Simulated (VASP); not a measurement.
Here is the system:

```
Si
1.0
    2.62679     0.00000     0.00000
   -1.31339     2.27486     0.00000
    0.00000     0.00000     4.57064
Si
2
Direct
  0.33333   0.66667   0.25000
  0.66667   0.33333   0.75000
```

Level of theory: r2SCAN meta-GGA, VASP's PBE PAW potentials (set 64) (plane waves; VASP). Numerical set-up: 400 eV cut-off, 18×18×9 Γ-centred mesh, tetrahedra with Blöchl corrections, potentials Si.

Question: Estimate the energy per atom (σ→0), band gap (over mesh and band path) with the smallest direct gap where there is one.

Answer: 
```json
{
  "band gap (over mesh and band path)": "none (metal, semimetal or under 0.01 eV)",
  "energy per atom (σ→0)": "-8.070 eV/atom"
}
```

Only differences to runs with the same potentials and settings are physical.

The structure was generated: Si was put into the hcp type (P6_3/mmc), which need not be its known phase. It was relaxed first, which changed the volume by -6 %.
